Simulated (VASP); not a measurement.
Output of a VASP run:

File OSZICAR:
```
       N       E                     dE             d eps       ncg     rms          rms(c)
DAV:   1     0.136762940129E+03    0.13676E+03   -0.83985E+03   416   0.121E+03
DAV:   2     0.306995476855E+02   -0.10606E+03   -0.10206E+03   466   0.280E+02
DAV:   3     0.265228870164E+02   -0.41767E+01   -0.41641E+01   491   0.587E+01
DAV:   4     0.264851518039E+02   -0.37735E-01   -0.37731E-01   559   0.498E+00
DAV:   5     0.264849275692E+02   -0.22423E-03   -0.22423E-03   491   0.314E-01    0.575E+00
DAV:   6     0.323382044747E+02    0.58533E+01   -0.41543E+00   416   0.299E+01    0.545E+00
DAV:   7     0.312528203526E+02   -0.10854E+01   -0.14048E+00   416   0.163E+01    0.339E+00
DAV:   8     0.313310537466E+02    0.78233E-01   -0.59717E-01   426   0.740E+00    0.117E+00
DAV:   9     0.312674204038E+02   -0.63633E-01   -0.28372E-01   416   0.584E+00    0.722E-01
DAV:  10     0.312693389737E+02    0.19186E-02   -0.39236E-03   481   0.689E-01    0.629E-01
DAV:  11     0.313133020038E+02    0.43963E-01   -0.22906E-02   416   0.156E+00    0.380E-01
DAV:  12     0.312663621561E+02   -0.46940E-01   -0.14444E-02   416   0.142E+00    0.920E-02
DAV:  13     0.312663976961E+02    0.35540E-04   -0.27721E-04   471   0.225E-01    0.693E-02
DAV:  14     0.312661745820E+02   -0.22311E-03   -0.43570E-05   431   0.706E-02    0.469E-02
DAV:  15     0.312661987658E+02    0.24184E-04   -0.12912E-04   421   0.932E-02    0.228E-02
DAV:  16     0.312661021365E+02   -0.96629E-04   -0.45980E-05   436   0.776E-02    0.964E-03
DAV:  17     0.312661185933E+02    0.16457E-04   -0.14483E-05   431   0.406E-02    0.757E-03
DAV:  18     0.312660954834E+02   -0.23110E-04   -0.10351E-05   416   0.344E-02    0.488E-03
DAV:  19     0.312660948238E+02   -0.65956E-06   -0.45655E-07   348   0.832E-03
   1 F= 0.31266095E+02 E0= 0.31266095E+02  d E =0.312661E+02
```

**OUTCAR**
```
------------------------ aborting loop because EDIFF is reached ----------------------------------------
  FORCE on cell =-STRESS in cart. coord.  units (eV):
  Direction    XX          YY          ZZ          XY          YZ          ZX
  --------------------------------------------------------------------------------------
  Total        0.0021076      0.0021076      0.0021076      0.0000000      0.0000000      0.0000000
  in kB        0.0478562      0.0478562      0.0478562      0.0000000      0.0000000      0.0000000
  external PRESSURE =       0.0478562 kB  Pullay stress =       0.0000000 kB
  volume of cell :       70.56
      direct lattice vectors                 reciprocal lattice vectors
     0.000000000  3.279770109  3.279770109    -0.152449709  0.152449709  0.152449709
     3.279770109  0.000000000  3.279770109     0.152449709 -0.152449709  0.152449709
     3.279770109  3.279770109  0.000000000     0.152449709  0.152449709 -0.152449709
  FREE ENERGIE OF THE ION-ELECTRON SYSTEM (eV)
  ---------------------------------------------------
  free  energy   TOTEN  =        31.2660948238 eV

  energy  without entropy=       31.2660948238  energy(sigma->0) =       31.26609482

 reached required accuracy - stopping structural energy minimisation
```
(Selected blocks of OUTCAR.)

**POSCAR**
```
CdTe
1
    0.0000000000     3.2797701086     3.2797701086
    3.2797701086     0.0000000000     3.2797701086
    3.2797701086     3.2797701086    -0.0000000000
Cd Te
1 1
Direct
  0.0000000000   0.0000000000   0.0000000000
  0.2500000000   0.2500000000   0.2500000000
```

Question: Write an INCAR and KPOINTS that could have produced this output.

Answer: This is not unique; one that fits is the input of the run itself, revTPSS meta-GGA, plane waves, VASP's PBE PAW potentials (set 64).

INCAR:
```
NSW = 60
ISMEAR = 0
LWAVE = F
LMAXMIX = 4   ! l cut-off of mixed one-centre charges
LASPH = T   ! aspherical one-centre terms
LCHARG = F
LMIXTAU = T
EDIFF = 1E-6
ISIF = 3
LREAL = F   ! projection in real space or not
SIGMA = 0.05   ! width (eV)
IBRION = 2   ! conjugate gradients
NELM = 100
PREC = Accurate
SYSTEM = CdTe
METAGGA = RTPSS
EDIFFG = -0.01   ! ionic stop
ENCUT = 520   ! plane-wave cut-off (eV)
ALGO = Normal
```

File KPOINTS:
```
Automatic mesh
0
Gamma
6 6 6
0 0 0
```

POTCAR, in this order: Cd Te (PBE.64 set). Program: vasp_std.

The compound is CdTe in the zinc blende structure. It was relaxed first. The start is the result of an earlier pass.
